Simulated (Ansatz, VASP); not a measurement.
# BN: VASP beside Ansatz, part 2 of 2

Wanted: the spread between two codes on one cell, functional and k mesh. The cell is taken from a series of runs on this material, whose earlier steps may have relaxed, scaled, displaced or heated it; both programs get it as it stands.

VASP 6.6.1 and Ansatz 0.2.0.

So far: The starting structure; Ansatz: zone-centre phonons, LDA.

## Step 3: VASP: zone-centre phonons, LDA

Level of this step: LDA; plane waves and PAW (B, N) (VASP).

The same cell, functional (in two slightly different forms) and mesh now go to VASP, with its own data sets.

Lines of VASP's logs that name or quote its potential files are left out, and so is its time.

File INCAR:

```
SYSTEM = BN
PREC = Accurate
ENCUT = 600
EDIFF = 1E-08
NELM = 120
ISMEAR = 0
SIGMA = 0.01
LREAL = .FALSE.
ALGO = Normal
GGA = PW92
NBANDS = 10
LORBIT = 11
LWAVE = .FALSE.
LCHARG = .FALSE.
ISIF = 2
IBRION = 8
LEPSILON = .TRUE.
LASPH = .TRUE.
GGA_COMPAT = .FALSE.
EFERMI = MIDGAP
KPAR = 2
```

File POSCAR:

```
BN
1.0
    0.0000000000      1.7718440216      1.7718440216
    1.7718440216      0.0000000000      1.7718440216
    1.7718440216      1.7718440216      0.0000000000
B N
1 1
Direct
    0.0000000000      0.0000000000      0.0000000000
    0.7500000000      0.7500000000      0.7500000000
```

File KPOINTS:

```
Automatic mesh
0
Gamma
12 12 12
0 0 0
```

Potentials, in the order of the species: B and N (LDA family, release 64).

Run with:

```sh
$ mpirun -np 2 vasp_std
```

Numbers of over 12 decimals in the logs are rounded to 6 here.

Log:

```text
[banner, memory and clock lines left out]
running    2 mpi-ranks, on    1 nodes
 distrk:  each k-point on    1 cores,    2 groups
 distr:  one band on    1 cores,    1 groups

 POSCAR found type information on POSCAR B N
 POSCAR found :  2 types and       2 ions
|                                                                             |
|               ----> ADVICE to this user running VASP <----                  |
|                                                                             |
|     You enforced a specific xc type in the INCAR file but a different       |
|     [... a line on the potential file left out ...]
|     I HOPE YOU KNOW WHAT YOU ARE DOING!                                     |
|                                                                             |

 LDA part: xc-table for (Slater(with rela. corr.)+PW92), standard interpolation
 POSCAR, INCAR and KPOINTS ok, starting setup
 FFT: planning ... GRIDC
 FFT: planning ... GRID_SOFT
 FFT: planning ... GRID
 WAVECAR not read
 entering main loop
       N       E                     dE             d eps       ncg     rms          rms(c)
DAV:   1     0.115451849016E+02    0.11545E+02   -0.54720E+03  1480   0.879E+02
DAV:   2    -0.201300851242E+02   -0.31675E+02   -0.30760E+02  1756   0.172E+02
DAV:   3    -0.206722326809E+02   -0.54215E+00   -0.54124E+00  1686   0.192E+01
DAV:   4    -0.206729544735E+02   -0.72179E-03   -0.72177E-03  1572   0.816E-01
DAV:   5    -0.206729550917E+02   -0.61821E-06   -0.61821E-06  1640   0.245E-02    0.684E+00
DAV:   6    -0.195875082310E+02    0.10854E+01   -0.33180E+00  1470   0.115E+01    0.326E+00
DAV:   7    -0.194558644101E+02    0.13164E+00   -0.11635E-01  1586   0.292E+00    0.183E+00
DAV:   8    -0.194225818744E+02    0.33283E-01   -0.52084E-02  1612   0.165E+00    0.202E-01
DAV:   9    -0.194224346744E+02    0.14720E-03   -0.83617E-04  1546   0.283E-01    0.837E-02
DAV:  10    -0.194224195709E+02    0.15104E-04   -0.40961E-05  1642   0.655E-02    0.140E-02
DAV:  11    -0.194224200182E+02   -0.44734E-06   -0.16107E-06  1602   0.937E-03    0.600E-03
DAV:  12    -0.194224199518E+02    0.66458E-07   -0.44999E-07  1620   0.429E-03    0.222E-04
DAV:  13    -0.194224199524E+02   -0.65165E-09   -0.69744E-09   894   0.863E-04
   1 F= -.19422420E+02 E0= -.19422420E+02  d E =0.000000E+00
 Linear response reoptimize wavefunctions to high precision
DAV:   1    -0.194224199524E+02    0.35811E-10   -0.18636E-10   986   0.164E-04
 Linear response G [H, r] |phi>, progress :
  Direction:   1
       N       E                     dE             d eps       ncg     rms
RMM:   1    -0.382555458942E+02   -0.38256E+02   -0.38165E+01  3296   0.503E+01
RMM:   2    -0.321392970101E+02    0.61162E+01   -0.14288E+00  2303   0.874E+00
RMM:   3    -0.320937657347E+02    0.45531E-01   -0.30144E-02  2433   0.342E-01
RMM:   4    -0.320911413388E+02    0.26244E-02   -0.22959E-03  2556   0.190E-02
RMM:   5    -0.320909241422E+02    0.21720E-03   -0.11780E-04  2470   0.134E-03
RMM:   6    -0.320909167412E+02    0.74010E-05   -0.43667E-05  2091   0.214E-04
RMM:   7    -0.320909163336E+02    0.40756E-06   -0.38948E-05  1769   0.144E-04
RMM:   8    -0.320909163116E+02    0.21992E-07   -0.38642E-05  1778   0.143E-04
RMM:   9    -0.320909162908E+02    0.20780E-07   -0.38479E-05  1695   0.143E-04
RMM:  10    -0.320909162753E+02    0.15493E-07   -0.38180E-05  1481   0.143E-04
 Linear response G [H, r] |phi>, progress :
  Direction:   2
       N       E                     dE             d eps       ncg     rms
RMM:   1    -0.347730578393E+02   -0.34773E+02   -0.21665E+01  3310   0.477E+01
RMM:   2    -0.326845308498E+02    0.20885E+01   -0.12124E+00  2295   0.741E+00
RMM:   3    -0.326284113501E+02    0.56119E-01   -0.32537E-02  2438   0.290E-01
RMM:   4    -0.326254976206E+02    0.29137E-02   -0.23676E-03  2604   0.162E-02
RMM:   5    -0.326252735506E+02    0.22407E-03   -0.12272E-04  2490   0.119E-03
RMM:   6    -0.326252659799E+02    0.75708E-05   -0.46934E-05  2091   0.213E-04
RMM:   7    -0.326252653357E+02    0.64415E-06   -0.40454E-05  1816   0.154E-04
RMM:   8    -0.326252653320E+02    0.37507E-08   -0.40494E-05  1858   0.153E-04
RMM:   9    -0.326252653144E+02    0.17531E-07   -0.40404E-05  1785   0.153E-04
RMM:  10    -0.326252652965E+02    0.17980E-07   -0.40163E-05  1588   0.153E-04
 Linear response G [H, r] |phi>, progress :
  Direction:   3
       N       E                     dE             d eps       ncg     rms
RMM:   1    -0.252980961657E+02   -0.25298E+02    0.74489E+01  3113   0.506E+01
RMM:   2    -0.237587891581E+02    0.15393E+01   -0.89333E-01  2277   0.827E+00
RMM:   3    -0.237556178587E+02    0.31713E-02   -0.28966E-03  2462   0.362E-01
RMM:   4    -0.237555726786E+02    0.45180E-04   -0.11126E-05  2549   0.226E-02
RMM:   5    -0.237555725913E+02    0.87360E-07   -0.68224E-08  2443   0.178E-03
RMM:   6    -0.237555726032E+02   -0.11892E-07   -0.82822E-08  2077   0.272E-04
RMM:   7    -0.237555726048E+02   -0.16411E-08   -0.80539E-08  1730   0.163E-04
 Linear response to external field (no local field effect), progress :
  Direction:   1
       N       E                     dE             d eps       ncg     rms          rms(c)
RMM:   1    -0.133861515630E+00   -0.13386E+00   -0.40483E-01  3243   0.194E+00
RMM:   2    -0.134224375748E+00   -0.36286E-03   -0.28199E-04  2322   0.138E-01
[...]
RMM:   2    -0.723743914319E-01   -0.30886E-03   -0.17769E-04  2323   0.118E-01
RMM:   3    -0.723748485359E-01   -0.45710E-06   -0.23016E-07  2348   0.385E-03
RMM:   4    -0.723748496476E-01   -0.11117E-08   -0.40147E-10  2138   0.180E-04
 change of polarisation eV/A/(eV/A) component  3 :     0.030    -0.038     0.145
 dielectric tensor                  component  3 :     0.491    -0.620     3.354
 Linear response to external field, progress :
  Direction:   1
       N       E                     dE             d eps       ncg     rms          rms(c)
RMM:   1    -0.112986413552E+00   -0.11299E+00   -0.33109E-01 12569   0.180E+00
RMM:   2    -0.113310785281E+00   -0.32437E-03   -0.24257E-04  9052   0.130E-01    0.559E-01
RMM:   3    -0.111135334629E+00    0.21755E-02   -0.91404E-04  8902   0.235E-01    0.328E-01
RMM:   4    -0.114575430540E+00   -0.34401E-02   -0.13241E-03  9131   0.282E-01    0.370E-02
RMM:   5    -0.115025557854E+00   -0.45013E-03   -0.14078E-05  9287   0.304E-02    0.391E-03
RMM:   6    -0.115038151329E+00   -0.12593E-04   -0.20892E-08  9412   0.159E-03    0.210E-03
RMM:   7    -0.115046268649E+00   -0.81173E-05   -0.60866E-09  9381   0.778E-04    0.897E-05
RMM:   8    -0.115046462116E+00   -0.19347E-06   -0.21452E-10  5421   0.355E-05    0.237E-05
RMM:   9    -0.115046449462E+00    0.12654E-07   -0.56200E-10  5134   0.437E-05    0.233E-06
 change of polarisation eV/A/(eV/A) component  1 :     0.217     0.039     0.025
 dielectric tensor                  component  1 :     4.535     0.638     0.404
 Linear response to external field, progress :
  Direction:   2
       N       E                     dE             d eps       ncg     rms          rms(c)
RMM:   1    -0.112986292933E+00   -0.11299E+00   -0.33109E-01 12571   0.180E+00
RMM:   2    -0.113310794110E+00   -0.32450E-03   -0.23958E-04  9052   0.130E-01    0.559E-01
RMM:   3    -0.111135367068E+00    0.21754E-02   -0.91324E-04  8902   0.235E-01    0.328E-01
RMM:   4    -0.114575500848E+00   -0.34401E-02   -0.13229E-03  9132   0.282E-01    0.370E-02
RMM:   5    -0.115025642121E+00   -0.45014E-03   -0.14062E-05  9280   0.304E-02    0.391E-03
RMM:   6    -0.115038243218E+00   -0.12601E-04   -0.19873E-08  9413   0.159E-03    0.210E-03
RMM:   7    -0.115046358082E+00   -0.81149E-05   -0.56738E-09  9387   0.778E-04    0.888E-05
RMM:   8    -0.115046545526E+00   -0.18744E-06    0.11942E-10  5377   0.337E-05    0.248E-05
RMM:   9    -0.115046541668E+00    0.38585E-08   -0.18951E-10  5172   0.438E-05    0.284E-06
 change of polarisation eV/A/(eV/A) component  2 :     0.029     0.217     0.026
 dielectric tensor                  component  2 :     0.464     4.535     0.420
 Linear response to external field, progress :
  Direction:   3
       N       E                     dE             d eps       ncg     rms          rms(c)
RMM:   1    -0.112986692169E+00   -0.11299E+00   -0.33109E-01 12569   0.180E+00
RMM:   2    -0.113310787584E+00   -0.32410E-03   -0.24155E-04  9052   0.130E-01    0.559E-01
RMM:   3    -0.111135348457E+00    0.21754E-02   -0.91386E-04  8902   0.235E-01    0.328E-01
RMM:   4    -0.114575525457E+00   -0.34402E-02   -0.13239E-03  9131   0.282E-01    0.370E-02
RMM:   5    -0.115025644135E+00   -0.45012E-03   -0.14077E-05  9288   0.304E-02    0.391E-03
RMM:   6    -0.115038245090E+00   -0.12601E-04   -0.21039E-08  9407   0.159E-03    0.210E-03
RMM:   7    -0.115046358712E+00   -0.81136E-05   -0.60752E-09  9388   0.778E-04    0.887E-05
RMM:   8    -0.115046545706E+00   -0.18699E-06   -0.20524E-10  5365   0.341E-05    0.249E-05
RMM:   9    -0.115046542483E+00    0.32229E-08   -0.48249E-10  5198   0.443E-05    0.284E-06
 change of polarisation eV/A/(eV/A) component  3 :     0.024     0.040     0.217
 dielectric tensor                  component  3 :     0.389     0.654     4.535
 Linear response DOF=           2
 Linear response progress:
  Degree of freedom:   1/  2
       N       E                     dE             d eps       ncg     rms          rms(c)
RMM:   1    -0.428387253681E-01   -0.42839E-01   -0.27252E-02 14124   0.137E+00
RMM:   2    -0.368717715407E-01    0.59670E-02    0.76226E-04  8633   0.245E-01    0.156E-01
RMM:   3    -0.369173426329E-01   -0.45571E-04    0.28036E-04  8914   0.840E-02    0.872E-02
RMM:   4    -0.372395172136E-01   -0.32217E-03    0.13782E-04  8930   0.954E-02    0.790E-03
RMM:   5    -0.372580673353E-01   -0.18550E-04    0.41990E-05  9195   0.756E-03    0.117E-03
RMM:   6    -0.372602533223E-01   -0.21860E-05    0.13830E-06  9203   0.519E-04    0.444E-04
RMM:   7    -0.372583803461E-01    0.18730E-05   -0.24329E-06  9313   0.398E-04    0.432E-05
RMM:   8    -0.372584446247E-01   -0.64279E-07   -0.22606E-06  9336   0.298E-05    0.110E-05
RMM:   9    -0.372583913943E-01    0.53230E-07   -0.23004E-06  9461   0.138E-05    0.821E-07
RMM:  10    -0.372583888840E-01    0.25103E-08   -0.22783E-06  6239   0.650E-06    0.354E-07
RMM:  11    -0.372583845166E-01    0.43674E-08   -0.22329E-06  5140   0.650E-06    0.127E-08
 first order change of Fermi-energy   0.91899E+00
 force on displaced ion       1 direction 1 : -27.702   0.000   0.000
 Born effective charge ion    1 direction 1 :   1.859   0.000   0.000
 Linear response progress:
  Degree of freedom:   2/  2
       N       E                     dE             d eps       ncg     rms          rms(c)
RMM:   1    -0.231022134752E+00   -0.23102E+00    0.99905E-02 11317   0.333E+00
RMM:   2    -0.224721195072E+00    0.63009E-02   -0.21699E-03  8657   0.437E-01    0.241E-01
RMM:   3    -0.225689144400E+00   -0.96795E-03   -0.48851E-04  8352   0.168E-01    0.129E-01
RMM:   4    -0.227816229563E+00   -0.21271E-02   -0.45349E-04  8105   0.164E-01    0.238E-02
RMM:   5    -0.227882608222E+00   -0.66379E-04   -0.14192E-05  9260   0.237E-02    0.887E-04
RMM:   6    -0.227891155818E+00   -0.85476E-05   -0.65173E-07  9111   0.118E-03    0.396E-04
RMM:   7    -0.227889182320E+00    0.19735E-05   -0.19499E-07  9373   0.376E-04    0.471E-05
RMM:   8    -0.227888973654E+00    0.20867E-06    0.24285E-08  9298   0.314E-05    0.197E-05
RMM:   9    -0.227888905650E+00    0.68004E-07    0.35268E-08  9602   0.268E-05    0.891E-07
RMM:  10    -0.227888904795E+00    0.85542E-09    0.27876E-08  7106   0.138E-05    0.461E-07
 first order change of Fermi-energy  -0.91872E+00
 force on displaced ion       2 direction 1 : -27.699  -0.000  -0.000
 Born effective charge ion    2 direction 1 :  -1.859   0.000   0.000
 Born effective charges drift removed
 Linear response finished
```

OUTCAR, selected parts (step 3):

```text
ion  position               nearest neighbor table
   1  0.000  0.000  0.000-   2 1.53   2 1.53   2 1.53   2 1.53
   2  0.750  0.750  0.750-   1 1.53   1 1.53   1 1.53   1 1.53

  LATTYP: Found a face centered cubic cell.
 ALAT       =     3.5436880432

 Subroutine GETGRP returns: Found 24 space group operations
 (whereof 24 operations were pure point group operations)

The static configuration has the point symmetry T_d .

 Found     72 irreducible k-points:

   k-points           NKPTS =     72   k-points in BZ     NKDIM =     72   number of bands    NBANDS=     10

   dimension x,y,z NGX =    20 NGY =   20 NGZ =   20
   dimension x,y,z NGXF=    40 NGYF=   40 NGZF=   40

   ENCUT  =  600.0 eV  44.10 Ry    6.64 a.u.   5.00  5.00  5.00*2*pi/ulx,y,z

   NELECT =       8.0000    total number of electrons

 k-points in reciprocal lattice and weights: Automatic mesh
   0.00000000  0.00000000  0.00000000       0.001
   0.08333333  0.00000000  0.00000000       0.005
   0.16666667  0.00000000  0.00000000       0.005
   0.25000000  0.00000000  0.00000000       0.005
   0.33333333  0.00000000  0.00000000       0.005
   0.41666667  0.00000000  0.00000000       0.005
   0.50000000  0.00000000  0.00000000       0.002
   0.08333333  0.08333333  0.00000000       0.003
   0.16666667  0.08333333  0.00000000       0.014
[...]
-0.33333333  0.50000000  0.16666667       0.007
  -0.25000000  0.50000000  0.25000000       0.003

 average (electrostatic) potential at core
       1 -28.7433       2 -59.4135

  Total        0.9331351      0.9331351      0.9331351      0.0000000     -0.0000000      0.0000000
  in kB      134.3843356    134.3843356    134.3843356      0.0000000     -0.0000000      0.0000000
  external PRESSURE =     134.3843356 kB  Pullay stress =       0.0000000 kB

  energy-cutoff  :      600.00
  volume of cell :       11.13
      direct lattice vectors                 reciprocal lattice vectors
     0.000000000  1.771844022  1.771844022    -0.282191883  0.282191883  0.282191883
     1.771844022  0.000000000  1.771844022     0.282191883 -0.282191883  0.282191883
     1.771844022  1.771844022  0.000000000     0.282191883  0.282191883 -0.282191883

 POSITION                                       TOTAL-FORCE (eV/Angst)
 -----------------------------------------------------------------------------------
      0.00000      0.00000      0.00000         0.000000      0.000000      0.000000
      2.65777      2.65777      2.65777        -0.000000     -0.000000     -0.000000
 -----------------------------------------------------------------------------------
    total drift:                                0.000000      0.000000      0.000000

 MACROSCOPIC STATIC DIELECTRIC TENSOR (including local field effects in DFT)
 ------------------------------------------------------
           4.535130     0.000000    -0.000000
           0.000000     4.535130    -0.000000
           0.000000    -0.000000     4.535130
 ------------------------------------------------------

 PIEZOELECTRIC TENSOR (including local field effects)  for field in x, y, z        (C/m^2)
          XX          YY          ZZ          XY          YZ          ZX
  --------------------------------------------------------------------------------
  x     0.00000     0.00000    -0.00000     0.00000     1.03076     0.00000
  y     0.00000    -0.00000     0.00000     0.00000     0.00000     1.03076
  z     0.00000    -0.00000     0.00000     1.03076     0.00000     0.00000

 BORN EFFECTIVE CHARGES (including local field effects) (in |e|, cummulative output)
 ---------------------------------------------------------------------------------
 ion    1
    1     1.85900    -0.00000    -0.00000
    2     0.00000     1.85900     0.00000
    3    -0.00000     0.00000     1.85900
 ion    2
    1    -1.85900     0.00000     0.00000
    2    -0.00000    -1.85900    -0.00000
    3     0.00000    -0.00000    -1.85900

 Eigenvectors and eigenvalues of the dynamical matrix
 ----------------------------------------------------

   1 f  =   33.312946 THz   209.311415 2PiTHz 1111.200282 cm-1   137.771214 meV
             X         Y         Z           dx          dy          dz
      0.000000  0.000000  0.000000    -0.751205    0.000000    0.000000
      2.657766  2.657766  2.657766     0.660069    0.000000    0.000000

   2 f  =   33.312946 THz   209.311415 2PiTHz 1111.200282 cm-1   137.771214 meV
             X         Y         Z           dx          dy          dz
      0.000000  0.000000  0.000000     0.000000   -0.751205    0.000000
      2.657766  2.657766  2.657766     0.000000    0.660069    0.000000

   3 f  =   33.312946 THz   209.311415 2PiTHz 1111.200282 cm-1   137.771214 meV
             X         Y         Z           dx          dy          dz
      0.000000  0.000000  0.000000     0.000000    0.000000    0.751205
      2.657766  2.657766  2.657766     0.000000    0.000000   -0.660069

   4 f/i=    0.000874 THz     0.005494 2PiTHz    0.029165 cm-1     0.003616 meV
             X         Y         Z           dx          dy          dz
      0.000000  0.000000  0.000000     0.000000    0.660069    0.000000
      2.657766  2.657766  2.657766     0.000000    0.751205    0.000000

   5 f/i=    0.000874 THz     0.005494 2PiTHz    0.029165 cm-1     0.003616 meV
             X         Y         Z           dx          dy          dz
      0.000000  0.000000  0.000000    -0.660069    0.000000    0.000000
      2.657766  2.657766  2.657766    -0.751205    0.000000    0.000000

   6 f/i=    0.000874 THz     0.005494 2PiTHz    0.029165 cm-1     0.003616 meV
             X         Y         Z           dx          dy          dz
      0.000000  0.000000  0.000000     0.000000    0.000000   -0.660069
      2.657766  2.657766  2.657766     0.000000    0.000000   -0.751205

 MACROSCOPIC STATIC DIELECTRIC TENSOR IONIC CONTRIBUTION
 ------------------------------------------------------
           2.029230     0.000000    -0.000000
           0.000000     2.029230     0.000000
          -0.000000     0.000000     2.029230
 ------------------------------------------------------

 ELASTIC MODULI CONTR FROM IONIC RELAXATION (kBar)
 Direction    XX          YY          ZZ          XY          YZ          ZX
 --------------------------------------------------------------------------------
 XX          -0.0000     -0.0000     -0.0000      0.0000      0.0000     -0.0000
 YY          -0.0000     -0.0000     -0.0000      0.0000      0.0000      0.0000
 ZZ          -0.0000     -0.0000     -0.0000      0.0000      0.0000     -0.0000
 XY           0.0000      0.0000      0.0000    -97.9758      0.0000      0.0000
 YZ           0.0000      0.0000      0.0000      0.0000    -97.9758      0.0000
 ZX          -0.0000      0.0000     -0.0000      0.0000      0.0000    -97.9758
 --------------------------------------------------------------------------------

 PIEZOELECTRIC TENSOR IONIC CONTR  for field in x, y, z        (C/m^2)
          XX          YY          ZZ          XY          YZ          ZX
  --------------------------------------------------------------------------------
  x     0.00000     0.00000     0.00000     0.00000    -0.41956     0.00000
  y    -0.00000     0.00000    -0.00000    -0.00000    -0.00000    -0.41956
  z     0.00000     0.00000    -0.00000    -0.41956     0.00000    -0.00000
```

## Step 4: Side by side

Known differences besides the potentials themselves: fixed occupations in Ansatz, narrow Gaussian smearing in VASP; VASP's run holds the zone centre alone; the cutoff is 420 eV in Ansatz and 600 eV in VASP; VASP's log shows a relativistic correction to its local exchange, Ansatz's none. Total energies have different zeros and are not compared.

Both answers:

```csv
quantity,Ansatz,VASP,difference
ε∞ xx,4.54,4.54,+0.11 %
ε∞ yy,4.54,4.54,+0.11 %
ε∞ zz,4.54,4.54,+0.11 %
Born charge of B1 (mean of the diagonal) (e),1.86,1.86,0.00
Born charge of N2 (mean of the diagonal) (e),-1.86,-1.86,0.00
optical mode 1 to 3 (cm⁻¹),1107.5,1111.2,-0.33 %
```

Modes are paired by rising frequency, not by their patterns, so a pair may set unlike modes beside each other; they are those without the splitting of longitudinal modes.

## Step 5: What came out

```yaml
r_m_s_difference_of_the_optical_zone_centre_modes_each_program_s_sorted_by_frequency_zone_centre_phonons_lda: 3.7 cm⁻¹
```

**Reading.** The r.m.s. difference of the optical zone-centre modes, each program's sorted by frequency is 3.7 cm⁻¹ (zone-centre phonons, LDA). How closely two codes agree says nothing of how well the functional describes the real material.

[Lines on the potential files, build, host, timing and source positions are cut from VASP's logs without a mark.]

[Logs are printed without paths, hosts, clocks, repeated set-up lines and the standing remarks that a program may print on its own settings, such as how far it seeks lower states.]

[Hosts, paths, dates, database ids (printed as entryN), source tags and the programs' standing remarks are cut or masked in the printed files.]
